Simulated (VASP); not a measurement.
# Relaxed cell of Si2W with and without spin-orbit coupling

Does spin-orbit coupling change the relaxed cell of Si2W? The starting structure is a measured crystal structure from the Crystallography Open Database. The first relaxation on each setting starts from this cell expanded by 3 % in volume.

Program: VASP 6.6.1. Level of theory: Kohn-Sham DFT with plane waves and PAW; PBEsol and PBEsol + spin-orbit coupling. Results are calculated unless marked as measured.

## (1) The starting structure

It takes space group I4/mmm (No. 139, tetragonal). The conventional cell has a = 3.214 Å, b = 3.214 Å, c = 7.830 Å, α = 90.00°, β = 90.00°, γ = 90.00°. Nearest to W lie 10 Si at 2.62 Å. Nearest to Si lie 5 Si at 2.59 to 2.63 Å and 5 W at 2.62 Å. Farther neighbours are not listed.

As a file:

```xyz
3
Lattice="0.0000 -3.2138 0.0000 -3.2138 0.0000 0.0000 1.6069 -1.6069 -3.9150" Properties=species:S:1:pos:R:3 pbc="T T T"
W     0.0000    0.0000    0.0000
Si    0.0000   -3.2138   -2.6207
Si   -1.6069   -1.6069   -1.2943
```

## (2) Relaxation without spin-orbit coupling

This run starts from the cell of an earlier relaxation, which isn't shown; the restart sets up the plane waves anew.

INCAR

```
SYSTEM = Si2W
PREC = Accurate
ENCUT = 450
EDIFF = 1E-06
NELM = 100
ISMEAR = 0
SIGMA = 0.05
LREAL = .FALSE.
ALGO = Normal
GGA = PS
NBANDS = 13
LASPH = .TRUE.
LORBIT = 11
LWAVE = .FALSE.
LCHARG = .FALSE.
KPAR = 4
IBRION = 2
NSW = 50
ISIF = 3
EDIFFG = -0.006
```

POSCAR

```
Si2W
1.0
    0.0000000000     -3.2025528692      0.0000000000
   -3.2025528692      0.0000000000      0.0000000000
    1.6012764346     -1.6012764346     -3.9054847228
W Si
1 2
Direct
    0.0000000000      0.0000000000      0.0000000000
    0.6652629458      0.3347370542      0.6694741083
    0.3347370542      0.6652629458      0.3305258917
```

KPOINTS

```
Automatic mesh
0
Gamma
10 10 10
0 0 0
```

Potentials, in the order of the species: W and Si (PBE family, release 64).

On the command line:

```console
$ mpirun -np 4 vasp_std
```

Log:

```text
[banner, memory and clock lines left out]
running    4 mpi-ranks, on    1 nodes
 distrk:  each k-point on    1 cores,    4 groups
 distr:  one band on    1 cores,    1 groups

 POSCAR found type information on POSCAR W Si
 POSCAR found :  2 types and       3 ions
|                                                                             |
|               ----> ADVICE to this user running VASP <----                  |
|                                                                             |
|     You enforced a specific xc type in the INCAR file but a different       |
|     [... a line on the potential file left out ...]
|     I HOPE YOU KNOW WHAT YOU ARE DOING!                                     |
|                                                                             |

 LDA part: xc-table for (Slater+PW92), standard interpolation
 POSCAR, INCAR and KPOINTS ok, starting setup
 FFT: planning ... GRIDC
 FFT: planning ... GRID_SOFT
 FFT: planning ... GRID
 WAVECAR not read
 entering main loop
       N       E                     dE             d eps       ncg     rms          rms(c)
DAV:   1     0.218806910953E+02    0.21881E+02   -0.55325E+03  2684   0.832E+02
DAV:   2    -0.255139040866E+02   -0.47395E+02   -0.43328E+02  3312   0.174E+02
DAV:   3    -0.275837725519E+02   -0.20699E+01   -0.20216E+01  3661   0.300E+01
DAV:   4    -0.276092268422E+02   -0.25454E-01   -0.25425E-01  3047   0.383E+00
DAV:   5    -0.276096585739E+02   -0.43173E-03   -0.43151E-03  3771   0.415E-01    0.269E+01
DAV:   6    -0.268694927101E+02    0.74017E+00   -0.20887E+00  3835   0.904E+00    0.113E+01
DAV:   7    -0.267469295074E+02    0.12256E+00   -0.21921E-01  3010   0.311E+00    0.564E+00
DAV:   8    -0.267220620422E+02    0.24867E-01   -0.41608E-02  3433   0.146E+00    0.525E-01
DAV:   9    -0.267217247925E+02    0.33725E-03   -0.22315E-03  3169   0.321E-01    0.289E-01
DAV:  10    -0.267216889277E+02    0.35865E-04   -0.35313E-04  3332   0.120E-01    0.628E-02
DAV:  11    -0.267216705680E+02    0.18360E-04   -0.54629E-05  3346   0.513E-02    0.218E-02
DAV:  12    -0.267216708245E+02   -0.25655E-06   -0.16428E-06  2438   0.102E-02
   1 F= -.26721671E+02 E0= -.26721317E+02  d E =-.267217E+02
 curvature:   0.00 expect dE= 0.000E+00 dE for cont linesearch  0.000E+00
 trial: gam= 0.00000 g(F)=  0.319E-06 g(S)=  0.209E-06 ort = 0.000E+00 (trialstep = 0.100E+01)
 search vector abs. value=  0.528E-06
 reached required accuracy - stopping structural energy minimisation
```

Wall time 21 s (4 MPI ranks of AMD EPYC 7R43, shared host); peak memory 0.59 GiB; 79 s of CPU time.

Lines that name or quote the potential files are left out of all logs, and their timing lines are given in words.

OUTCAR, selected parts (step 2):

```text
ion  position               nearest neighbor table
   1  0.000  0.000  0.000-   2 2.61   3 2.61   3 2.61   2 2.61   2 2.61   3 2.61   3 2.61   2 2.61
                             3 2.61   2 2.61
   2  0.665  0.335  0.669-   3 2.58   1 2.61   1 2.61   1 2.61   1 2.61   1 2.61   3 2.62   3 2.62
                             3 2.62   3 2.62
   3  0.335  0.665  0.331-   2 2.58   1 2.61   1 2.61   1 2.61   1 2.61   1 2.61   2 2.62   2 2.62
                             2 2.62   2 2.62

  LATTYP: Found a body centered tetragonal cell.
 ALAT       =     3.2025528692
 C/A-ratio  =     2.4389822010

 Subroutine GETGRP returns: Found 16 space group operations
 (whereof 16 operations were pure point group operations)

The static configuration has the point symmetry D_4h.

 Found    102 irreducible k-points:

   k-points           NKPTS =    102   k-points in BZ     NKDIM =    102   number of bands    NBANDS=     13

   dimension x,y,z NGX =    24 NGY =   24 NGZ =   32
   dimension x,y,z NGXF=    48 NGYF=   48 NGZF=   64

   ENCUT  =  450.0 eV  33.07 Ry    5.75 a.u.   5.54  5.54  7.81*2*pi/ulx,y,z

   NELECT =      14.0000    total number of electrons

 k-points in reciprocal lattice and weights: Automatic mesh
   0.00000000  0.00000000  0.00000000       0.001
   0.10000000  0.00000000 -0.00000000       0.008
   0.20000000  0.00000000 -0.00000000       0.008
   0.30000000  0.00000000 -0.00000000       0.008
   0.40000000  0.00000000 -0.00000000       0.008
   0.50000000  0.00000000  0.00000000       0.004
   0.10000000  0.10000000  0.00000000       0.004
   0.20000000  0.10000000 -0.00000000       0.016
   0.30000000  0.10000000 -0.00000000       0.016
[...]
-0.10000000  0.10000000  0.40000000       0.004
   0.00000000  0.00000000  0.50000000       0.001

 average (electrostatic) potential at core
       1 -34.5013       2 -78.9589       3 -78.9589

 E-fermi :  10.5537

 k-point     1 :       0.0000    0.0000    0.0000
  band No.  band energies     occupation
    ...
      2       3.6425      2.00000
      3       6.8353      2.00000
      4       7.1592      2.00000
      5       7.7021      2.00000
      6       7.7021      2.00000
      7      11.1764      0.00000
      8      13.4123      0.00000
      9      13.4852      0.00000
     10      13.7234      0.00000
     11      13.7234      0.00000
    ...

 k-point     2 :       0.1000    0.0000   -0.0000
  band No.  band energies     occupation
    ...
      3       6.2815      2.00000
      4       7.1573      2.00000
      5       7.8303      2.00000
      6       7.9113      2.00000
      7      10.5053      1.82891
      8      12.8465      0.00000
      9      13.1917      0.00000
     10      14.0378      0.00000
     11      14.4824      0.00000
     12      15.4146      0.00000
    ...

 k-point     3 :       0.2000    0.0000   -0.0000
  band No.  band energies     occupation
    ...
      3       5.4129      2.00000
      4       6.9548      2.00000
      5       8.0793      2.00000
      6       8.1739      2.00000
      7       9.5146      2.00000
      8      11.9803      0.00000
      9      12.8125      0.00000
     10      15.0092      0.00000
     11      15.1218      0.00000
     12      15.7360      0.00000
    ...

  Total       -0.0024488     -0.0024488      0.0010062      0.0000000     -0.0000000      0.0000000
  in kB       -0.0979488     -0.0979488      0.0402455      0.0000000     -0.0000000      0.0000000
  external PRESSURE =      -0.0518840 kB  Pullay stress =       0.0000000 kB

  energy-cutoff  :      450.00
  volume of cell :       40.06
      direct lattice vectors                 reciprocal lattice vectors
     0.000000000 -3.202552869  0.000000000     0.000000000 -0.312250895  0.128025082
    -3.202552869  0.000000000  0.000000000    -0.312250895  0.000000000 -0.128025082
     1.601276435 -1.601276435 -3.905484723     0.000000000  0.000000000 -0.256050163

 POSITION                                       TOTAL-FORCE (eV/Angst)
 -----------------------------------------------------------------------------------
      0.00000      0.00000      0.00000         0.000000      0.000000      0.000000
     -0.00000     -3.20255     -2.61462         0.000000     -0.000000      0.001819
     -1.60128     -1.60128     -1.29086        -0.000000      0.000000     -0.001819
 -----------------------------------------------------------------------------------
    total drift:                                0.000000      0.000000      0.000000

  FREE ENERGIE OF THE ION-ELECTRON SYSTEM (eV)
  ---------------------------------------------------
  free  energy   TOTEN  =       -26.7216708245 eV

  energy  without entropy=      -26.7209624200  energy(sigma->0) =      -26.72131662

 reached required accuracy - stopping structural energy minimisation

 total charge
# of ion       s       p       d       tot
------------------------------------------
    1        0.562   0.683   4.543   5.788
    2        0.737   0.895   0.000   1.632
    3        0.737   0.895   0.000   1.632
--------------------------------------------------
tot          2.035   2.474   4.543   9.052

[... 3 further parts left out ...]
```

CONTCAR:

```
Si2W
   1.00000000000000
     0.0000000000000000   -3.2025528691999998    0.0000000000000000
    -3.2025528691999998    0.0000000000000000    0.0000000000000000
     1.6012764345999999   -1.6012764345999999   -3.9054847227999998
  W               Si
     1     2
Direct
     0.0000000000000000    0.0000000000000000    0.0000000000000000
     0.6652629458000021    0.3347370541999979    0.6694741083000011
     0.3347370541999979    0.6652629458000021    0.3305258916999989
```

The PAW data sets were made with PBE, which is usual practice but a small mismatch for other functionals. The data set W keeps the semicore shell frozen, which is cheaper and a little less accurate. The run keeps the 16 symmetry operations of its start, so it cannot find a distortion of lower symmetry.

Without spin-orbit coupling the relaxed cell holds 13.352 Å³ an atom, with a = 3.203 Å and c = 7.811 Å.

## (3) Relaxation with spin-orbit coupling

Against step 2 the input has LNONCOLLINEAR = .TRUE., MAGMOM = 0 0 0 0 0 0 0 0 0, GGA_COMPAT = .FALSE. and LSORBIT = .TRUE. (also changed: NBANDS and LMAXMIX). This run starts from the cell of an earlier relaxation, which isn't shown; the restart sets up the plane waves anew.

Changes to INCAR since step 2:

```diff
@@ -10,4 +10,9 @@
 GGA = PS
-NBANDS = 13
+LNONCOLLINEAR = .TRUE.
+MAGMOM = 0 0 0 0 0 0 0 0 0
+NBANDS = 26
+GGA_COMPAT = .FALSE.
 LASPH = .TRUE.
+LSORBIT = .TRUE.
+LMAXMIX = 4
 LORBIT = 11
```

POSCAR

```
Si2W
1.0
    0.0000000000     -3.2025702563      0.0000000000
   -3.2025702563      0.0000000000      0.0000000000
    1.6012851282     -1.6012851282     -3.9043983785
W Si
1 2
Direct
    0.0000000000      0.0000000000      0.0000000000
    0.6653147938      0.3346852062      0.6693704123
    0.3346852062      0.6653147938      0.3306295877
```

KPOINTS is that of step 2.

On the command line:

```console
$ mpirun -np 4 vasp_ncl
```

Log:

```text
[banner, memory and clock lines left out]
running    4 mpi-ranks, on    1 nodes
[...]
[... a notice as in an earlier step ...]

 LDA part: xc-table for (Slater+PW92), standard interpolation
 POSCAR, INCAR and KPOINTS ok, starting setup
[...]
entering main loop
       N       E                     dE             d eps       ncg     rms          rms(c)
DAV:   1     0.262758904273E+02    0.26276E+02   -0.53446E+03  5360   0.839E+02
DAV:   2    -0.250810937121E+02   -0.51357E+02   -0.47448E+02  6458   0.189E+02
DAV:   3    -0.277133586068E+02   -0.26323E+01   -0.25531E+01  7238   0.359E+01
DAV:   4    -0.277557637897E+02   -0.42405E-01   -0.42247E-01  6688   0.502E+00
[...]
DAV:  11    -0.268868740156E+02   -0.71669E-05   -0.10590E-04  6204   0.712E-02    0.396E-02
DAV:  12    -0.268868670578E+02    0.69579E-05   -0.90921E-06  6140   0.209E-02    0.117E-02
DAV:  13    -0.268868671730E+02   -0.11519E-06   -0.90854E-07  4378   0.649E-03
   1 F= -.26886867E+02 E0= -.26886565E+02  d E =-.268869E+02  mag=    -0.0000    -0.0000     0.0000
[...]
reached required accuracy - stopping structural energy minimisation
```

Run time: 96 s. Hardware: 4 MPI ranks; peak memory 1.1 GiB; 6.2 min of CPU time.

From OUTCAR (step 3):

```text
  Total       -0.0018964     -0.0018964      0.0034099      0.0000000      0.0000000     -0.0000000
  in kB       -0.0758729     -0.0758729      0.1364266      0.0000000      0.0000000     -0.0000000
  external PRESSURE =      -0.0051064 kB  Pullay stress =       0.0000000 kB

 POSITION                                       TOTAL-FORCE (eV/Angst)
 -----------------------------------------------------------------------------------
      0.00000      0.00000      0.00000         0.000000      0.000000      0.000000
     -0.00000     -3.20257     -2.61349        -0.000000      0.000000      0.001485
     -1.60129     -1.60129     -1.29091         0.000000     -0.000000     -0.001485
 -----------------------------------------------------------------------------------
    total drift:                               -0.000000     -0.000000     -0.000000

  FREE ENERGIE OF THE ION-ELECTRON SYSTEM (eV)
  ---------------------------------------------------
  free  energy   TOTEN  =       -26.8868671730 eV

  energy  without entropy=      -26.8862623997  energy(sigma->0) =      -26.88656479

 magnetization (x)
# of ion       s       p       d       tot
------------------------------------------
    1        0.000   0.000  -0.000  -0.000
    2        0.000   0.000   0.000   0.000
    3        0.000   0.000   0.000   0.000
--------------------------------------------------
tot          0.000   0.000  -0.000  -0.000

 magnetization (y)
# of ion       s       p       d       tot
------------------------------------------
    1        0.000   0.000  -0.000  -0.000
    2        0.000  -0.000   0.000  -0.000
    3        0.000  -0.000   0.000  -0.000
--------------------------------------------------
tot          0.000  -0.000  -0.000  -0.000

 magnetization (z)
# of ion       s       p       d       tot
------------------------------------------
    1        0.000   0.000   0.000   0.000
    2        0.000   0.000   0.000   0.000
    3        0.000   0.000   0.000   0.000
--------------------------------------------------
tot          0.000   0.000   0.000   0.000

[... 1 part as in an earlier step ...]

[... 3 further parts left out ...]
[key lines of the parts left out:]
E-fermi :  10.5632
```

With spin-orbit coupling the relaxed cell holds 13.348 Å³ an atom, with a = 3.203 Å and c = 7.809 Å.

## (4) The runs compared

| run | volume (Å³/atom) | a (Å) | c (Å) | pressure left (GPa) | core minutes |
| --- | --- | --- | --- | --- | --- |
| without spin-orbit coupling | 13.352 | 3.2026 | 7.811 | -0.005 | 7.33 |
| with spin-orbit coupling | 13.348 | 3.2026 | 7.8088 | -0.001 | 32.2 |

Core minutes are wall time times ranks, summed over the relaxations behind a row (those for a bulk modulus apart), on shared hosts.

## (5) What came out

| Property | Result |
| --- | --- |
| volume without spin-orbit coupling | 13.352 Å³/atom |
| volume with spin-orbit coupling | 13.348 Å³/atom |

What this shows: The run with spin-orbit coupling gives a volume -0.03 % from the one without (a +0.00 % and c -0.03 %). The relaxations stop with -0.005 and -0.001 GPa left; at a bulk modulus of 50 GPa, to name a scale, that difference alone shifts the volume by 0.01 %. The k mesh isn't tested here. GGA_COMPAT also differs between the two, which alone can make a change this small. Further runs on this material are not shown.

[Lines on the potential files, build, host, timing and source positions are cut from VASP's logs without a mark.]

[Logs are printed without paths, hosts, clocks, repeated set-up lines and the standing remarks that a program may print on its own settings, such as how far it seeks lower states.]

[Hosts, paths, dates, database ids (printed as entryN), source tags and the programs' standing remarks are cut or masked in the printed files.]
